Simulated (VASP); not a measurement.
# A VASP study of AlCr2C (PBEsol + U): structure first, properties next, part 2 of 8

What structure does AlCr2C take at this level, and what are its properties? The start is a computed cell from the Materials Project.

VASP 6.6.1; PBEsol, DFT+U (Cr d 3 eV), spin-polarised from a ferromagnetic start; plane waves and PAW (Al, Cr_pv, C).

So far: The starting structure; Full relaxation (PBEsol + U).

## 2. Full relaxation (PBEsol + U) (continued)

From OUTCAR (step 2):

```text
ion  position               nearest neighbor table
   1  0.667  0.333  0.250-   3 2.64   6 2.64   3 2.64   6 2.64   3 2.64   6 2.64
   2  0.333  0.667  0.750-   4 2.64   5 2.64   4 2.64   5 2.64   4 2.64   5 2.64
   3  0.333  0.667  0.415-   7 1.95   7 1.95   7 1.95   1 2.64   1 2.64   1 2.64   5 2.69   5 2.69
                             5 2.69
   4  0.667  0.333  0.915-   8 1.95   8 1.95   8 1.95   2 2.64   2 2.64   2 2.64   6 2.69   6 2.69
                             6 2.69
   5  0.667  0.333  0.585-   7 1.95   7 1.95   7 1.95   2 2.64   2 2.64   2 2.64   3 2.69   3 2.69
                             3 2.69
   6  0.333  0.667  0.085-   8 1.95   8 1.95   8 1.95   1 2.64   1 2.64   1 2.64   4 2.69   4 2.69
                             4 2.69
   7  0.000  0.000  0.500-   3 1.95   5 1.95   3 1.95   5 1.95   5 1.95   3 1.95
   8  0.000  0.000  0.000-   4 1.95   6 1.95   6 1.95   4 1.95   4 1.95   6 1.95

  LATTYP: Found a hexagonal cell.
 ALAT       =     2.8251010646
 C/A-ratio  =     4.4605036747

 Subroutine GETGRP returns: Found 24 space group operations
 (whereof 12 operations were pure point group operations)

The static configuration has the point symmetry D_3d.
 The point group associated with its full space group is D_6h.

 Found     24 irreducible k-points:

   k-points           NKPTS =     24   k-points in BZ     NKDIM =     24   number of bands    NBANDS=     50

   dimension x,y,z NGX =    24 NGY =   24 NGZ =   96
   dimension x,y,z NGXF=    48 NGYF=   48 NGZF=  192

   ENCUT  =  520.0 eV  38.22 Ry    6.18 a.u.   5.25  5.25 23.43*2*pi/ulx,y,z

   NELECT =      62.0000    total number of electrons

 k-points in reciprocal lattice and weights: Automatic mesh
   0.00000000  0.00000000  0.00000000       0.006
   0.11111111  0.00000000  0.00000000       0.037
   0.22222222  0.00000000  0.00000000       0.037
   0.33333333  0.00000000  0.00000000       0.037
   0.44444444  0.00000000  0.00000000       0.037
   0.11111111  0.11111111  0.00000000       0.037
   0.22222222  0.11111111  0.00000000       0.074
   0.33333333  0.11111111  0.00000000       0.074
   0.44444444  0.11111111  0.00000000       0.037
[...]
0.33333333  0.22222222  0.50000000       0.074
   0.33333333  0.33333333  0.50000000       0.012

atom =   3  type =  2  l = 2

 onsite density matrix

spin component  1

  0.7439  0.0000 -0.0000 -0.0683  0.0000
  0.0000  0.7114  0.0000 -0.0000 -0.0683
 -0.0000  0.0000  0.7041  0.0000 -0.0000
 -0.0683 -0.0000  0.0000  0.7114 -0.0000
  0.0000 -0.0683 -0.0000 -0.0000  0.7439

spin component  2

  0.1210  0.0000  0.0000  0.0767 -0.0000
  0.0000  0.1654 -0.0000  0.0000  0.0767
  0.0000 -0.0000  0.0768  0.0000 -0.0000
  0.0767  0.0000  0.0000  0.1654  0.0000
 -0.0000  0.0767 -0.0000  0.0000  0.1210

 occupancies and eigenvectors

  o =  0.0633  v =  0.0000  0.0000  0.0000  0.0000  0.0000 -0.0002  0.6006 -0.0000  0.0001 -0.7995      0.0000  0.0000  0.0000  0.0000  0.0000  0.0000  0.0000  0.0000  0.0000  0.0000
  o =  0.0633  v =  0.0000  0.0000  0.0000  0.0000  0.0000  0.7995  0.0001 -0.0000 -0.6006 -0.0002      0.0000  0.0000  0.0000  0.0000  0.0000  0.0000  0.0000  0.0000  0.0000  0.0000
  o =  0.0768  v =  0.0000  0.0000  0.0000  0.0000  0.0000  0.0000  0.0000  1.0000 -0.0000 -0.0000      0.0000  0.0000  0.0000  0.0000  0.0000  0.0000  0.0000  0.0000  0.0000  0.0000
  o =  0.2231  v =  0.0000  0.0000  0.0000  0.0000  0.0000 -0.0000  0.7995 -0.0000 -0.0001  0.6006      0.0000  0.0000  0.0000  0.0000  0.0000  0.0000  0.0000  0.0000  0.0000  0.0000
  o =  0.2231  v =  0.0000  0.0000  0.0000  0.0000  0.0000  0.6006  0.0001 -0.0000  0.7995  0.0000      0.0000  0.0000  0.0000  0.0000  0.0000  0.0000  0.0000  0.0000  0.0000  0.0000
  o =  0.6574  v =  0.0000  0.7846  0.0000  0.0000  0.6200  0.0000  0.0000  0.0000  0.0000  0.0000      0.0000  0.0000  0.0000  0.0000  0.0000  0.0000  0.0000  0.0000  0.0000  0.0000
  o =  0.6574  v = -0.6200  0.0000 -0.0000 -0.7846  0.0000  0.0000  0.0000  0.0000  0.0000  0.0000      0.0000  0.0000  0.0000  0.0000  0.0000  0.0000  0.0000  0.0000  0.0000  0.0000
  o =  0.7041  v =  0.0000  0.0000 -1.0000  0.0000  0.0000  0.0000  0.0000  0.0000  0.0000  0.0000      0.0000  0.0000  0.0000  0.0000  0.0000  0.0000  0.0000  0.0000  0.0000  0.0000
  o =  0.7979  v =  0.0000  0.6200  0.0000 -0.0000 -0.7846  0.0000  0.0000  0.0000  0.0000  0.0000      0.0000  0.0000  0.0000  0.0000  0.0000  0.0000  0.0000  0.0000  0.0000  0.0000
  o =  0.7979  v = -0.7846  0.0000  0.0000  0.6200 -0.0000  0.0000  0.0000  0.0000  0.0000  0.0000      0.0000  0.0000  0.0000  0.0000  0.0000  0.0000  0.0000  0.0000  0.0000  0.0000

atom =   4  type =  2  l = 2

 onsite density matrix

spin component  1

  0.7439 -0.0000 -0.0000  0.0683  0.0000
 -0.0000  0.7114 -0.0000  0.0000  0.0683
 -0.0000 -0.0000  0.7041  0.0000 -0.0000
  0.0683  0.0000  0.0000  0.7114  0.0000
  0.0000  0.0683 -0.0000  0.0000  0.7439

spin component  2

  0.1210 -0.0000  0.0000 -0.0767 -0.0000
 -0.0000  0.1654  0.0000 -0.0000 -0.0767
  0.0000  0.0000  0.0768 -0.0000 -0.0000
 -0.0767 -0.0000 -0.0000  0.1654  0.0000
 -0.0000 -0.0767 -0.0000  0.0000  0.1210

 occupancies and eigenvectors

  o =  0.0633  v =  0.0000  0.0000  0.0000  0.0000  0.0000 -0.0010 -0.6006 -0.0000 -0.0007 -0.7995      0.0000  0.0000  0.0000  0.0000  0.0000  0.0000  0.0000  0.0000  0.0000  0.0000
  o =  0.0633  v =  0.0000  0.0000  0.0000  0.0000  0.0000  0.7995 -0.0007 -0.0000  0.6006 -0.0010      0.0000  0.0000  0.0000  0.0000  0.0000  0.0000  0.0000  0.0000  0.0000  0.0000
  o =  0.0768  v =  0.0000  0.0000  0.0000  0.0000  0.0000  0.0000  0.0000 -1.0000  0.0000  0.0000      0.0000  0.0000  0.0000  0.0000  0.0000  0.0000  0.0000  0.0000  0.0000  0.0000
  o =  0.2231  v =  0.0000  0.0000  0.0000  0.0000  0.0000  0.0001 -0.7995 -0.0000 -0.0001  0.6006      0.0000  0.0000  0.0000  0.0000  0.0000  0.0000  0.0000  0.0000  0.0000  0.0000
  o =  0.2231  v =  0.0000  0.0000  0.0000  0.0000  0.0000 -0.6006 -0.0001 -0.0000  0.7995  0.0001      0.0000  0.0000  0.0000  0.0000  0.0000  0.0000  0.0000  0.0000  0.0000  0.0000
  o =  0.6574  v = -0.0000 -0.7846  0.0000  0.0001  0.6200  0.0000  0.0000  0.0000  0.0000  0.0000      0.0000  0.0000  0.0000  0.0000  0.0000  0.0000  0.0000  0.0000  0.0000  0.0000
  o =  0.6574  v =  0.6200 -0.0001  0.0000 -0.7846  0.0000  0.0000  0.0000  0.0000  0.0000  0.0000      0.0000  0.0000  0.0000  0.0000  0.0000  0.0000  0.0000  0.0000  0.0000  0.0000
  o =  0.7041  v =  0.0000 -0.0000 -1.0000 -0.0000  0.0000  0.0000  0.0000  0.0000  0.0000  0.0000      0.0000  0.0000  0.0000  0.0000  0.0000  0.0000  0.0000  0.0000  0.0000  0.0000
[...]
atom =   6  type =  2  l = 2

 onsite density matrix

spin component  1

spin component  2

  0.1210 -0.0000 -0.0000 -0.0767 -0.0000
 -0.0000  0.1654  0.0000 -0.0000 -0.0767
 -0.0000  0.0000  0.0768 -0.0000 -0.0000
 -0.0767 -0.0000 -0.0000  0.1654  0.0000
 -0.0000 -0.0767 -0.0000  0.0000  0.1210

 occupancies and eigenvectors

  o =  0.0633  v =  0.0000  0.0000  0.0000  0.0000  0.0000 -0.0002 -0.6006 -0.0000 -0.0002 -0.7995      0.0000  0.0000  0.0000  0.0000  0.0000  0.0000  0.0000  0.0000  0.0000  0.0000
  o =  0.0633  v =  0.0000  0.0000  0.0000  0.0000  0.0000  0.7995 -0.0002 -0.0000  0.6006 -0.0002      0.0000  0.0000  0.0000  0.0000  0.0000  0.0000  0.0000  0.0000  0.0000  0.0000
  o =  0.0768  v =  0.0000  0.0000  0.0000  0.0000  0.0000  0.0000  0.0000 -1.0000  0.0000  0.0000      0.0000  0.0000  0.0000  0.0000  0.0000  0.0000  0.0000  0.0000  0.0000  0.0000
  o =  0.2231  v =  0.0000  0.0000  0.0000  0.0000  0.0000  0.0000 -0.7995 -0.0000 -0.0000  0.6006      0.0000  0.0000  0.0000  0.0000  0.0000  0.0000  0.0000  0.0000  0.0000  0.0000
  o =  0.2231  v =  0.0000  0.0000  0.0000  0.0000  0.0000  0.6006  0.0000  0.0000 -0.7995 -0.0000      0.0000  0.0000  0.0000  0.0000  0.0000  0.0000  0.0000  0.0000  0.0000  0.0000
  o =  0.6574  v =  0.0000  0.7846 -0.0000  0.0000 -0.6200  0.0000  0.0000  0.0000  0.0000  0.0000      0.0000  0.0000  0.0000  0.0000  0.0000  0.0000  0.0000  0.0000  0.0000  0.0000
  o =  0.6574  v =  0.6200  0.0000  0.0000 -0.7846 -0.0000  0.0000  0.0000  0.0000  0.0000  0.0000      0.0000  0.0000  0.0000  0.0000  0.0000  0.0000  0.0000  0.0000  0.0000  0.0000
  o =  0.7041  v =  0.0000 -0.0000 -1.0000 -0.0000  0.0000  0.0000  0.0000  0.0000  0.0000  0.0000      0.0000  0.0000  0.0000  0.0000  0.0000  0.0000  0.0000  0.0000  0.0000  0.0000
  o =  0.7979  v =  0.0000  0.6200 -0.0000 -0.0000  0.7846  0.0000  0.0000  0.0000  0.0000  0.0000      0.0000  0.0000  0.0000  0.0000  0.0000  0.0000  0.0000  0.0000  0.0000  0.0000
  o =  0.7979  v = -0.7846  0.0000  0.0000 -0.6200 -0.0000  0.0000  0.0000  0.0000  0.0000  0.0000      0.0000  0.0000  0.0000  0.0000  0.0000  0.0000  0.0000  0.0000  0.0000  0.0000

 average (electrostatic) potential at core
       1 -71.4353       2 -71.4353       3 -67.4412       4 -67.4412       5 -67.4412
       6 -67.4412       7 -46.1881       8 -46.1881

 E-fermi :   8.2561

 spin component 1
 k-point     1 :       0.0000    0.0000    0.0000
  band No.  band energies     occupation
    ...
     34       7.1596      1.00000
     35       7.2532      1.00000
     36       7.2532      1.00000
     37       7.2846      1.00000
     38       7.2846      1.00000
     39       9.8546      0.00000
     40      10.9820      0.00000
     41      12.7453      0.00000
     42      13.0465      0.00000
     43      13.0465      0.00000
    ...

 k-point     2 :       0.1111    0.0000    0.0000
  band No.  band energies     occupation
    ...
     34       7.0365      1.00000
     35       7.4073      1.00000
     36       7.4324      1.00000
     37       7.4373      1.00000
     38       7.6438      1.00000
     39       9.9184      0.00000
     40      11.2213      0.00000
     41      12.5641      0.00000
     42      12.6625      0.00000
     43      12.9328      0.00000
    ...

 k-point     3 :       0.2222    0.0000    0.0000
  band No.  band energies     occupation
    ...
     33       7.0776      1.00000
     34       7.1090      1.00000
     35       7.5292      1.00000
     36       7.5650      1.00000
     37       7.6670      1.00000
     38       8.4286      0.00000
     39      10.0278      0.00000
     40      11.3254      0.00000
     41      11.3979      0.00000
     42      12.2032      0.00000
    ...

 k-point     4 :       0.3333    0.0000    0.0000
  band No.  band energies     occupation
    ...
     33       7.3358      1.00000
     34       7.3791      1.00000
     35       7.6558      1.00000
     36       7.6825      1.00000
     37       7.8919      1.00000
     38       9.2354      0.00000
     39       9.8839      0.00000
     40      10.0740      0.00000
     41      10.8066      0.00000
     42      10.9005      0.00000
    ...

 k-point     5 :       0.4444    0.0000    0.0000
  band No.  band energies     occupation
    ...
     33       7.4919      1.00000
     34       7.5119      1.00000
     35       7.8738      1.00000
     36       7.8815      1.00000
     37       8.2178      0.86039
     38       8.7966      0.00000
     39       9.3094      0.00000
     40       9.3125      0.00000
     41      10.2274      0.00000
     42      10.4444      0.00000
    ...

 k-point     6 :       0.1111    0.1111    0.0000
  band No.  band energies     occupation
    ...
     33       7.0314      1.00000
     34       7.0618      1.00000
     35       7.3305      1.00000
     36       7.4507      1.00000
     37       7.7345      1.00000
     38       8.2976      0.11995
     39      10.0125      0.00000
     40      11.5140      0.00000
     41      11.9588      0.00000
     42      12.0554      0.00000
    ...

  Total       -0.0005714     -0.0005714      0.0083440     -0.0000000      0.0000000      0.0000000
  in kB       -0.0090847     -0.0090847      0.1326545     -0.0000000      0.0000000      0.0000000
  external PRESSURE =       0.0381617 kB  Pullay stress =       0.0000000 kB

  energy-cutoff  :      520.00
  volume of cell :      100.78
      direct lattice vectors                 reciprocal lattice vectors
     2.973285675  0.000000000 -0.000000000     0.336328261  0.194179212 -0.000000000
    -1.486642838  2.574940928 -0.000000000    -0.000000000  0.388358424 -0.000000000
     0.000000000  0.000000000 13.163156467    -0.000000000  0.000000000  0.075969620

 POSITION                                       TOTAL-FORCE (eV/Angst)
 -----------------------------------------------------------------------------------
      1.48664      0.85831      3.29079        -0.000000     -0.000000      0.000000
     -0.00000      1.71663      9.87237         0.000000      0.000000      0.000000
     -0.00000      1.71663      5.45129        -0.000000     -0.000000      0.002559
      1.48664      0.85831     12.03287         0.000000      0.000000      0.002559
      1.48664      0.85831      7.71186         0.000000      0.000000     -0.002559
     -0.00000      1.71663      1.13029         0.000000     -0.000000     -0.002559
      0.00000      0.00000      6.58158        -0.000000      0.000000      0.000000
      0.00000      0.00000      0.00000         0.000000      0.000000      0.000000
 -----------------------------------------------------------------------------------
    total drift:                               -0.000009      0.000005     -0.000000

  FREE ENERGIE OF THE ION-ELECTRON SYSTEM (eV)
  ---------------------------------------------------
  free  energy   TOTEN  =       -57.1665689983 eV

  energy  without entropy=      -57.1625440058  energy(sigma->0) =      -57.16455650

 reached required accuracy - stopping structural energy minimisation

 total charge
# of ion       s       p       d       tot
------------------------------------------
    1        0.429   0.367   0.000   0.796
    2        0.429   0.367   0.000   0.796
    3        0.299   6.338   4.231  10.868
    4        0.299   6.338   4.231  10.868
    5        0.299   6.338   4.231  10.868
    6        0.299   6.338   4.231  10.868
    7        0.879   1.530   0.000   2.409
    8        0.879   1.530   0.000   2.409
--------------------------------------------------
tot          3.812  29.145  16.926  49.883

 magnetization (x)
# of ion       s       p       d       tot
------------------------------------------
    1       -0.037  -0.063   0.000  -0.100
    2       -0.037  -0.063   0.000  -0.100
    3       -0.001  -0.001   2.956   2.954
    4       -0.001  -0.001   2.956   2.954
    5       -0.001  -0.001   2.956   2.954
    6       -0.001  -0.001   2.956   2.954
    7       -0.045  -0.307   0.000  -0.353
    8       -0.045  -0.307   0.000  -0.353
--------------------------------------------------
tot         -0.169  -0.744  11.823  10.910

[... 6 further parts left out ...]
```

The magnetic state follows from one typed start and may not be the lowest. The k-mesh is coarse for a metal. A U on the itinerant d states of such a compound is hard to justify; it moves the bands at the Fermi level and favours large moments. The PAW data sets were made with PBE, which is usual practice but a small mismatch for other functionals. After so large a change of volume the plane waves of the start cell no longer fit, so the final stress carries a basis-set error. The run keeps the 24 symmetry operations of its start, so it cannot find a distortion of lower symmetry.

Step by step:

```
step  energy less that of the first step (eV)  largest force (eV/Å)  pressure (GPa)  volume (Å³)
   1                                   0.0000                0.9692           16.70        87.10
   2                                  -0.5925                0.8513           -3.37       102.20
   3                                  -0.6359                0.4705            1.33        98.61
   4                                  -0.6364                0.4917            1.13        98.91
   5                                  -0.6365                0.5095            0.97        99.18
   6                                  -0.6720                0.1421           -0.16       100.76
   7                                  -0.6734                0.0574           -0.43       101.14
   8                                  -0.6740                0.0175            0.15       100.63
   9                                  -0.6741                0.0026            0.00       100.78
```

```
conventional cell, symmetrised  before   after   change
                         a (Å)   2.825   2.973   +5.2 %
                         b (Å)   2.825   2.973   +5.2 %
                         c (Å)  12.601  13.163   +4.5 %
              volume (Å³/atom)   10.89   12.60  +15.7 %
```

The atoms that moved most (Å, as changes of fractional coordinates times the final cell):

```
atom     dx     dy      dz  length
 Cr4  0.000  0.000  -0.011   0.011
 Cr5  0.000  0.000   0.011   0.011
 Cr6  0.000  0.000   0.011   0.011
 Cr3  0.000  0.000  -0.011   0.011
```

The relaxed structure:

```
Al Cr C
1.0
     2.97329    0.00000    0.00000
    -1.48664    2.57494    0.00000
     0.00000    0.00000   13.16316
Al Cr C
2 4 2
Direct
  0.66667 0.33333 0.25000
  0.33333 0.66667 0.75000
  0.33333 0.66667 0.41413
  0.66667 0.33333 0.91413
  0.66667 0.33333 0.58587
  0.33333 0.66667 0.08587
  0.00000 0.00000 0.50000
  0.00000 0.00000 0.00000
```

Numbers from this step:

| Quantity | Value |
| --- | --- |
| electrons | 62 |
| bands | 50 |
| irreducible k-points | 24 |
| symmetry operations | 24 |
| free energy (TOTEN) | -57.1666 eV |
| energy at zero smearing | -57.1646 eV |
| Fermi energy | 8.256 eV |
| pressure | 0.003816 GPa |
| moment of the cell, from the last line of the log | 10.91 μB |
| metallic | yes |
| SCF cycles over all ionic steps | 92 |

Spin moment in the PAW sphere by atom:

| atom | spin moment in the PAW sphere (μB) |
| --- | --- |
| Al1 | -0.10 |
| Al2 | -0.10 |
| Cr3 | 2.95 |
| Cr4 | 2.95 |
| Cr5 | 2.95 |
| Cr6 | 2.95 |
| C7 | -0.35 |
| C8 | -0.35 |

It ends with a largest force of 0.003 eV/Å and a pressure of 0.00 GPa.

(Continued in part 3 of 8.)

[Lines on the potential files, build, host, timing and source positions are cut from VASP's logs without a mark.]

[Logs are printed without paths, hosts, clocks, repeated set-up lines and the standing remarks that a program may print on its own settings, such as how far it seeks lower states.]

[Hosts, paths, dates, database ids (printed as entryN), source tags and the programs' standing remarks are cut or masked in the printed files.]

[A measured line is paired with the nearest computed mode of its activity, which favours agreement.]
